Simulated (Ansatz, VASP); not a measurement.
**BN: VASP beside Ansatz**

Wanted: the spread between two codes on one cell, functional and k mesh. The cell is taken from a series of runs on this material, whose earlier steps may have relaxed, scaled, displaced or heated it; both programs get it as it stands.

Program: Ansatz 0.2.0. Level of theory: plane waves, with VASP 6.6.1 beside it; zone-centre phonons at PBE. Results are calculated unless marked as measured.

## 1. Starting point

The structure is hexagonal, space group P6_3/mmc (No. 194). The conventional cell has a = 2.512 Å, b = 2.512 Å, c = 8.495 Å, α = 90.00°, β = 90.00°, γ = 120.00°. B has 3 N at 1.45 Å nearest. Nearest to N lie 3 B at 1.45 Å. Farther neighbours and most contacts between anions are not listed.

## 2. VASP: zone-centre phonons, PBE, pair 1

Second derivatives magnify differences that forces hide, and they need a tight electronic threshold.

Lines of VASP's logs that name or quote its potential files are left out, and so is its time.

INCAR reads:

```
SYSTEM = BN
PREC = Accurate
ENCUT = 600
EDIFF = 1E-08
NELM = 120
ISMEAR = -1
SIGMA = 0.026
LREAL = .FALSE.
ALGO = Normal
GGA = PE
NELECT = 16.16
NBANDS = 14
LORBIT = 11
LWAVE = .FALSE.
LCHARG = .FALSE.
ISIF = 2
IBRION = 8
LASPH = .TRUE.
GGA_COMPAT = .FALSE.
KPAR = 2
```

POSCAR reads:

```
BN
1.0
    2.5121538151      0.0000000000      0.0000000000
   -1.2560769076      2.1755890220      0.0000000000
    0.0000000000      0.0000000000      8.4946775513
B N
2 2
Direct
    0.3333333333      0.6666666667      0.2500000000
    0.6666666667      0.3333333333      0.7500000000
    0.3333333333      0.6666666667      0.7500000000
    0.6666666667      0.3333333333      0.2500000000
```

KPOINTS reads:

```
Automatic mesh
0
Gamma
15 15 4
0 0 0
```

PAW data sets: B and N (PBE family, release 64).

Launch:

```console
mpirun -np 2 vasp_std
```

Numbers of over 12 decimals in the logs are rounded to 6 here.

What it wrote:

```text
[banner, memory and clock lines left out]
running    2 mpi-ranks, on    1 nodes
 distrk:  each k-point on    1 cores,    2 groups
 distr:  one band on    1 cores,    1 groups

 POSCAR found type information on POSCAR B N
 POSCAR found :  2 types and       4 ions
 LDA part: xc-table for (Slater+PW92), standard interpolation
 POSCAR, INCAR and KPOINTS ok, starting setup
 FFT: planning ... GRIDC
 FFT: planning ... GRID_SOFT
 FFT: planning ... GRID
 WAVECAR not read
 entering main loop
       N       E                     dE             d eps       ncg     rms          rms(c)
DAV:   1     0.768986345142E+02    0.76899E+02   -0.84520E+03  2276   0.115E+03
DAV:   2    -0.324827364719E+02   -0.10938E+03   -0.97800E+02  3170   0.263E+02
DAV:   3    -0.382748463863E+02   -0.57921E+01   -0.57385E+01  3006   0.621E+01
DAV:   4    -0.383435442511E+02   -0.68698E-01   -0.68667E-01  2682   0.719E+00
DAV:   5    -0.383446353752E+02   -0.10911E-02   -0.10908E-02  3000   0.893E-01BRMIX: very serious problems
 the old and the new charge density differ
 old charge density:    16.00000 new   16.16000
BRMIX: very serious problems
 the old and the new charge density differ
 old charge density:    16.00000 new   16.16000
    0.111E+01
DAV:   6    -0.348487719090E+02    0.34959E+01   -0.69532E+00  2814   0.213E+01    0.498E+00
DAV:   7    -0.344992863163E+02    0.34949E+00   -0.64788E-01  2766   0.616E+00    0.311E+00
DAV:   8    -0.344064815749E+02    0.92805E-01   -0.35393E-01  2766   0.405E+00    0.582E-01
DAV:   9    -0.343965107478E+02    0.99708E-02   -0.29120E-02  2646   0.138E+00    0.243E-01
DAV:  10    -0.343970270638E+02   -0.51632E-03   -0.16002E-03  2640   0.352E-01    0.352E-02
DAV:  11    -0.343970985465E+02   -0.71483E-04   -0.50316E-05  2832   0.575E-02    0.250E-02
DAV:  12    -0.343971826242E+02   -0.84078E-04   -0.10357E-04  2364   0.586E-02    0.874E-03
DAV:  13    -0.343971879501E+02   -0.53259E-05   -0.64135E-06  2856   0.210E-02    0.437E-03
DAV:  14    -0.343971887021E+02   -0.75193E-06   -0.61668E-06  2364   0.162E-02    0.395E-04
DAV:  15    -0.343971887074E+02   -0.53342E-08   -0.48017E-08  3030   0.198E-03
   1 F= -.34397189E+02 E0= -.34395521E+02  d E =-.333445E-02
 Linear response reoptimize wavefunctions to high precision
DAV:   1    -0.343971887164E+02   -0.89967E-08   -0.95988E-09  2526   0.661E-04
DAV:   2    -0.343971887164E+02   -0.18417E-10   -0.67892E-11  2352   0.744E-05
 Linear response DOF=           4
 Linear response progress:
  Degree of freedom:   1/  4
       N       E                     dE             d eps       ncg     rms          rms(c)
RMM:   1    -0.519801898791E-01   -0.51980E-01   -0.37284E-02 21688   0.160E+00
RMM:   2    -0.425892586505E-01    0.93909E-02   -0.59055E-03 15836   0.403E-01    0.214E-01
RMM:   3    -0.416598514935E-01    0.92941E-03    0.37620E-03 15864   0.153E-01    0.116E-01
RMM:   4    -0.422348739767E-01   -0.57502E-03    0.34504E-03 15090   0.154E-01    0.129E-02
RMM:   5    -0.426309712495E-01   -0.39610E-03   -0.37899E-05 16653   0.219E-02    0.186E-03
RMM:   6    -0.426299203640E-01    0.10509E-05   -0.90163E-06 17189   0.261E-03    0.884E-04
RMM:   7    -0.426260837787E-01    0.38366E-05   -0.36215E-05 16387   0.124E-03    0.188E-04
RMM:   8    -0.426251497647E-01    0.93401E-06   -0.10465E-06 17448   0.344E-04    0.558E-05
RMM:   9    -0.426252576217E-01   -0.10786E-06    0.72186E-07 17211   0.985E-05    0.250E-05
RMM:  10    -0.426253852800E-01   -0.12766E-06   -0.34376E-08 16733   0.504E-05    0.397E-06
RMM:  11    -0.426253661288E-01    0.19151E-07    0.25174E-07 17902   0.120E-05    0.182E-06
RMM:  12    -0.426253664651E-01   -0.33635E-09    0.33052E-07 15516   0.612E-06    0.217E-07
RMM:  13    -0.426253742557E-01   -0.77906E-08    0.25414E-07 10940   0.376E-06    0.803E-08
 first order change of Fermi-energy   0.10799E-04
 force on displaced ion       1 direction 1 : -32.864  -0.001   0.000
 Linear response progress:
  Degree of freedom:   2/  4
       N       E                     dE             d eps       ncg     rms          rms(c)
RMM:   1    -0.506776941388E-01   -0.50678E-01    0.42402E-02  5652   0.130E+00
RMM:   2    -0.513034090786E-01   -0.62571E-03   -0.12074E-03  4653   0.217E-01    0.137E-01
RMM:   3    -0.510863342366E-01    0.21707E-03   -0.10938E-04  4748   0.602E-02    0.803E-02
RMM:   4    -0.509918154447E-01    0.94519E-04   -0.92600E-05  4545   0.569E-02    0.980E-03
RMM:   5    -0.508869782401E-01    0.10484E-03   -0.17735E-05  4717   0.179E-02    0.195E-03
RMM:   6    -0.508619570357E-01    0.25021E-04   -0.18481E-06  5017   0.438E-03    0.742E-04
RMM:   7    -0.508615889333E-01    0.36810E-06   -0.34252E-07  4942   0.139E-03    0.322E-04
RMM:   8    -0.508622456600E-01   -0.65673E-06   -0.40550E-07  4638   0.800E-04    0.850E-05
RMM:   9    -0.508630263839E-01   -0.78072E-06   -0.44940E-08  4970   0.229E-04    0.335E-05
RMM:  10    -0.508630310269E-01   -0.46429E-08   -0.10467E-08  4887   0.115E-04    0.978E-06
 first order change of Fermi-energy   0.14941E-04
 force on displaced ion       1 direction 3 :   0.000  -0.000 -12.268
 Linear response progress:
  Degree of freedom:   3/  4
       N       E                     dE             d eps       ncg     rms          rms(c)
RMM:   1    -0.237206402383E+00   -0.23721E+00    0.18384E-01 18366   0.336E+00
RMM:   2    -0.233067309090E+00    0.41391E-02   -0.54517E-03 15549   0.584E-01    0.280E-01
RMM:   3    -0.234110770842E+00   -0.10435E-02   -0.10358E-03 14956   0.246E-01    0.149E-01
RMM:   4    -0.236881563124E+00   -0.27708E-02   -0.12162E-03 14141   0.227E-01    0.271E-02
RMM:   5    -0.236957667965E+00   -0.76105E-04   -0.28208E-04 16866   0.456E-02    0.190E-03
RMM:   6    -0.236937331136E+00    0.20337E-04   -0.26664E-05 17415   0.469E-03    0.119E-03
RMM:   7    -0.236928120379E+00    0.92108E-05   -0.95573E-06 16862   0.149E-03    0.381E-04
RMM:   8    -0.236930863397E+00   -0.27430E-05   -0.17139E-05 16550   0.504E-04    0.784E-05
RMM:   9    -0.236932083123E+00   -0.12197E-05   -0.26199E-06 17495   0.168E-04    0.366E-05
RMM:  10    -0.236932217311E+00   -0.13419E-06   -0.47909E-06 16664   0.898E-05    0.292E-06
RMM:  11    -0.236932257033E+00   -0.39722E-07   -0.45812E-06 18306   0.242E-05    0.217E-06
RMM:  12    -0.236932272730E+00   -0.15697E-07   -0.47740E-06 16089   0.168E-05    0.419E-07
RMM:  13    -0.236932260624E+00    0.12106E-07   -0.44835E-06 12631   0.135E-05    0.157E-07
RMM:  14    -0.236932249729E+00    0.10895E-07   -0.44144E-06 10314   0.133E-05    0.542E-08
 first order change of Fermi-energy   0.44200E-07
 force on displaced ion       3 direction 1 : -33.647   0.006   0.000
 Linear response progress:
  Degree of freedom:   4/  4
       N       E                     dE             d eps       ncg     rms          rms(c)
RMM:   1    -0.271199746552E+00   -0.27120E+00    0.17734E-01  5089   0.303E+00
RMM:   2    -0.272371894860E+00   -0.11721E-02   -0.28606E-03  4404   0.362E-01    0.189E-01
RMM:   3    -0.272714207421E+00   -0.34231E-03   -0.15362E-03  4511   0.234E-01    0.849E-02
RMM:   4    -0.273751596187E+00   -0.10374E-02   -0.70252E-04  4530   0.151E-01    0.144E-02
RMM:   5    -0.273716878275E+00    0.34718E-04   -0.18136E-05  4867   0.294E-02    0.276E-03
RMM:   6    -0.273754672234E+00   -0.37794E-04   -0.80673E-07  4922   0.560E-03    0.841E-04
RMM:   7    -0.273747841028E+00    0.68312E-05   -0.11162E-07  4931   0.182E-03    0.232E-04
RMM:   8    -0.273750224212E+00   -0.23832E-05   -0.63639E-08  4879   0.633E-04    0.877E-05
RMM:   9    -0.273750804409E+00   -0.58020E-06   -0.18446E-09  5241   0.162E-04    0.316E-05
RMM:  10    -0.273751286457E+00   -0.48205E-06    0.45009E-08  4904   0.103E-04    0.664E-06
RMM:  11    -0.273751319611E+00   -0.33154E-07    0.38077E-08  5315   0.224E-05    0.359E-06
RMM:  12    -0.273751280633E+00    0.38978E-07   -0.22975E-09  4725   0.176E-05    0.591E-07
RMM:  13    -0.273751279594E+00    0.10383E-08   -0.89566E-10  4590   0.847E-06    0.258E-07
 first order change of Fermi-energy   0.14324E-04
 force on displaced ion       3 direction 3 :   0.000  -0.000 -12.165
 Linear response finished
```

Parts of OUTCAR (step 2):

```text
NELECT = 16.16

 ion  position               nearest neighbor table
   1  0.333  0.667  0.250-   4 1.45   4 1.45   4 1.45
   2  0.667  0.333  0.750-   3 1.45   3 1.45   3 1.45
   3  0.333  0.667  0.750-   2 1.45   2 1.45   2 1.45
   4  0.667  0.333  0.250-   1 1.45   1 1.45   1 1.45

  LATTYP: Found a hexagonal cell.
 ALAT       =     2.5121538151
 C/A-ratio  =     3.3814321003

 Subroutine GETGRP returns: Found 24 space group operations
 (whereof 12 operations were pure point group operations)

The static configuration has the point symmetry D_3d.
 The point group associated with its full space group is D_6h.

 Found     81 irreducible k-points:

   k-points           NKPTS =     81   k-points in BZ     NKDIM =     81   number of bands    NBANDS=     14

   dimension x,y,z NGX =    20 NGY =   20 NGZ =   70
   dimension x,y,z NGXF=    40 NGYF=   40 NGZF=  140

   ENCUT  =  600.0 eV  44.10 Ry    6.64 a.u.   5.02  5.02 16.97*2*pi/ulx,y,z

 k-points in reciprocal lattice and weights: Automatic mesh
   0.00000000  0.00000000  0.00000000       0.001
   0.06666667  0.00000000  0.00000000       0.007
   0.13333333  0.00000000  0.00000000       0.007
   0.20000000 -0.00000000  0.00000000       0.007
   0.26666667  0.00000000  0.00000000       0.007
   0.33333333  0.00000000  0.00000000       0.007
   0.40000000  0.00000000  0.00000000       0.007
   0.46666667  0.00000000  0.00000000       0.007
   0.06666667  0.06666667  0.00000000       0.007
[...]
0.33333333  0.26666667  0.50000000       0.013
   0.33333333  0.33333333  0.50000000       0.002

 average (electrostatic) potential at core
       1 -30.7609       2 -30.7609       3 -66.7691       4 -66.7691

  Total        1.1336999      1.1336999      1.0342354     -0.0000000     -0.0000000      0.0000000
  in kB       39.1235902     39.1235902     35.6911052     -0.0000000     -0.0000000      0.0000000
  external PRESSURE =      37.9794285 kB  Pullay stress =       0.0000000 kB

  energy-cutoff  :      600.00
  volume of cell :       46.43
      direct lattice vectors                 reciprocal lattice vectors
     2.512153815  0.000000000  0.000000000     0.398064798  0.229822818  0.000000000
    -1.256076908  2.175589022  0.000000000     0.000000000  0.459645636  0.000000000
     0.000000000  0.000000000  8.494677551     0.000000000  0.000000000  0.117720772

 POSITION                                       TOTAL-FORCE (eV/Angst)
 -----------------------------------------------------------------------------------
     -0.00000      1.45039      2.12367        -0.000000      0.000000      0.000000
      1.25608      0.72520      6.37101         0.000000     -0.000000      0.000000
     -0.00000      1.45039      6.37101        -0.000000     -0.000000      0.000000
      1.25608      0.72520      2.12367         0.000000     -0.000000      0.000000
 -----------------------------------------------------------------------------------
    total drift:                               -0.000000      0.000000      0.000000

 Eigenvectors and eigenvalues of the dynamical matrix
 ----------------------------------------------------

   1 f  =   36.722571 THz   230.734720 2PiTHz 1224.933123 cm-1   151.872283 meV
             X         Y         Z           dx          dy          dz
     -0.000000  1.450393  2.123669     0.514346   -0.132514   -0.000000
      1.256077  0.725196  6.371008     0.514346   -0.132514    0.000000
     -0.000000  1.450393  6.371008    -0.452024    0.116458    0.000000
      1.256077  0.725196  2.123669    -0.452024    0.116458   -0.000000

   2 f  =   36.722571 THz   230.734720 2PiTHz 1224.933123 cm-1   151.872283 meV
             X         Y         Z           dx          dy          dz
     -0.000000  1.450393  2.123669    -0.132514   -0.514346   -0.000000
      1.256077  0.725196  6.371008    -0.132514   -0.514346    0.000000
     -0.000000  1.450393  6.371008     0.116458    0.452024    0.000000
      1.256077  0.725196  2.123669     0.116458    0.452024   -0.000000

   3 f  =   36.240557 THz   227.706133 2PiTHz 1208.854848 cm-1   149.878832 meV
             X         Y         Z           dx          dy          dz
     -0.000000  1.450393  2.123669    -0.508970    0.131128    0.000000
      1.256077  0.725196  6.371008     0.508970   -0.131128   -0.000000
     -0.000000  1.450393  6.371008    -0.458070    0.118015   -0.000000
      1.256077  0.725196  2.123669     0.458070   -0.118015    0.000000

   4 f  =   36.240557 THz   227.706133 2PiTHz 1208.854848 cm-1   149.878832 meV
             X         Y         Z           dx          dy          dz
     -0.000000  1.450393  2.123669    -0.131128   -0.508970   -0.000000
      1.256077  0.725196  6.371008     0.131128    0.508970    0.000000
     -0.000000  1.450393  6.371008    -0.118015   -0.458070    0.000000
      1.256077  0.725196  2.123669     0.118015    0.458070   -0.000000

   5 f  =   22.186988 THz   139.404959 2PiTHz  740.078268 cm-1    91.757969 meV
             X         Y         Z           dx          dy          dz
     -0.000000  1.450393  2.123669    -0.000000   -0.000000    0.533022
      1.256077  0.725196  6.371008     0.000000    0.000000   -0.533022
     -0.000000  1.450393  6.371008    -0.000000   -0.000000    0.464637
      1.256077  0.725196  2.123669    -0.000000   -0.000000   -0.464637

   6 f  =   22.076170 THz   138.708667 2PiTHz  736.381767 cm-1    91.299662 meV
             X         Y         Z           dx          dy          dz
     -0.000000  1.450393  2.123669    -0.000000    0.000000   -0.531222
      1.256077  0.725196  6.371008     0.000000   -0.000000   -0.531222
     -0.000000  1.450393  6.371008    -0.000000    0.000000    0.466694
      1.256077  0.725196  2.123669    -0.000000    0.000000    0.466694

   7 f/i=    0.002223 THz     0.013968 2PiTHz    0.074156 cm-1     0.009194 meV
             X         Y         Z           dx          dy          dz
     -0.000000  1.450393  2.123669    -0.284631    0.369964    0.000000
      1.256077  0.725196  6.371008    -0.284631    0.369964    0.000000
     -0.000000  1.450393  6.371008    -0.323874    0.420972    0.000000
      1.256077  0.725196  2.123669    -0.323874    0.420972    0.000000

   8 f/i=    0.002223 THz     0.013968 2PiTHz    0.074156 cm-1     0.009194 meV
             X         Y         Z           dx          dy          dz
     -0.000000  1.450393  2.123669    -0.369964   -0.284631    0.000000
      1.256077  0.725196  6.371008    -0.369964   -0.284631    0.000000
     -0.000000  1.450393  6.371008    -0.420972   -0.323874    0.000000
      1.256077  0.725196  2.123669    -0.420972   -0.323874    0.000000

   9 f/i=    0.002464 THz     0.015483 2PiTHz    0.082198 cm-1     0.010191 meV
             X         Y         Z           dx          dy          dz
     -0.000000  1.450393  2.123669    -0.000000   -0.000000   -0.466694
      1.256077  0.725196  6.371008    -0.000000   -0.000000   -0.466694
     -0.000000  1.450393  6.371008    -0.000000   -0.000000   -0.531222
      1.256077  0.725196  2.123669    -0.000000   -0.000000   -0.531222

  10 f/i=    0.512340 THz     3.219125 2PiTHz   17.089813 cm-1     2.118866 meV
             X         Y         Z           dx          dy          dz
     -0.000000  1.450393  2.123669    -0.000000    0.000000    0.464637
      1.256077  0.725196  6.371008    -0.000000    0.000000   -0.464637
     -0.000000  1.450393  6.371008    -0.000000    0.000000   -0.533022
      1.256077  0.725196  2.123669    -0.000000    0.000000    0.533022

  11 f/i=    1.157477 THz     7.272641 2PiTHz   38.609267 cm-1     4.786937 meV
             X         Y         Z           dx          dy          dz
     -0.000000  1.450393  2.123669     0.118276    0.458002    0.000000
      1.256077  0.725196  6.371008    -0.118276   -0.458002    0.000000
     -0.000000  1.450393  6.371008    -0.131418   -0.508895    0.000000
      1.256077  0.725196  2.123669     0.131418    0.508895    0.000000

  12 f/i=    1.157477 THz     7.272641 2PiTHz   38.609267 cm-1     4.786937 meV
             X         Y         Z           dx          dy          dz
     -0.000000  1.450393  2.123669     0.458002   -0.118276   -0.000000
      1.256077  0.725196  6.371008    -0.458002    0.118276    0.000000
     -0.000000  1.450393  6.371008    -0.508895    0.131418    0.000000
      1.256077  0.725196  2.123669     0.508895   -0.131418   -0.000000

 ELASTIC MODULI CONTR FROM IONIC RELAXATION (kBar)
 Direction    XX          YY          ZZ          XY          YZ          ZX
 --------------------------------------------------------------------------------
 XX        -416.6685    416.6685     -0.0000      0.0000     -0.0000      0.0000
 YY         416.6685   -416.6685      0.0000      0.0000      0.0000     -0.0000
 ZZ          -0.0000      0.0000     -0.0000     -0.0000      0.0000     -0.0000
 XY           0.0000      0.0000     -0.0000   -416.6685      0.0000     -0.0000
 YZ          -0.0000      0.0000      0.0000      0.0000     -0.0000      0.0000
 ZX           0.0000     -0.0000     -0.0000     -0.0000      0.0000     -0.0000
 --------------------------------------------------------------------------------
```

(Part 1 of 2 ends here.)

[Lines on the potential files, build, host, timing and source positions are cut from VASP's logs without a mark.]

[Logs are printed without paths, hosts, clocks, repeated set-up lines and the standing remarks that a program may print on its own settings, such as how far it seeks lower states.]

[Hosts, paths, dates, database ids (printed as entryN), source tags and the programs' standing remarks are cut or masked in the printed files.]
